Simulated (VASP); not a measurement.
```
VN
1.0
    0.00000     2.03792     2.03792
    2.03792     0.00000     2.03792
    2.03792     2.03792     0.00000
V N
1 1
Direct
  0.00000   0.00000   0.00000
  0.50000   0.50000   0.50000
```

Level of theory: PBEsol GGA, VASP's PBE PAW potentials (set 64) (plane waves; VASP). Numerical set-up: 530 eV cut-off, 14×14×14 Γ-centred mesh, first-order Methfessel-Paxton smearing of 0.10 eV, potentials V_sv N.

Task: What does the run give for the energy per atom (σ→0), band gap (on the k-mesh) with the smallest direct gap where there is one?

Result: 
| Item | Value |
|---|---|
| band gap (on the k-mesh) | none (metal, semimetal or under 0.01 eV) |
| energy per atom (σ→0) | -991.8 kJ/mol of atoms |

Only differences to runs with the same potentials and settings are physical.

The compound is VN in the rock salt structure, which distorts at low temperature. It was relaxed first. The start is the result of an earlier pass. The run is not spin-polarised, so no magnetic state was tried. VASP warned that the highest band is occupied, so more bands are needed.
